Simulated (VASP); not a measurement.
Input:

```xyz
2
Lattice="0.0000 2.9522 2.9522 2.9522 0.0000 2.9522 2.9522 2.9522 0.0000" Properties=species:S:1:pos:R:3 pbc="T T T"
Ca     0.0000     0.0000     0.0000
Se     2.9522     2.9522     2.9522
```

All values below come from HSEsol screened hybrid, VASP's PBE PAW potentials (set 64) (plane waves; VASP 6.6.1). Settings: 520 eV cut-off, 6×6×6 Γ-centred mesh, Gaussian smearing of 0.050 eV, potentials Ca_sv Se.

### Question
Estimate the energy per atom (σ→0), band gap (on the k-mesh) with the smallest direct gap where there is one.

### Answer

| Item | Value |
|---|---|
| band gap (on the k-mesh) | 2.90 eV |
| smallest direct gap (on the k-mesh) | 3.96 eV |
| energy per atom (σ→0) | -5.562 eV/atom |

Total energies compare only between runs with the same potentials, cut-off and functional.

The compound is CaSe in the rock salt structure. This cell is one point of a volume scan, at 0.97 of the reference volume. The cell's shape comes from a PBE relaxation.
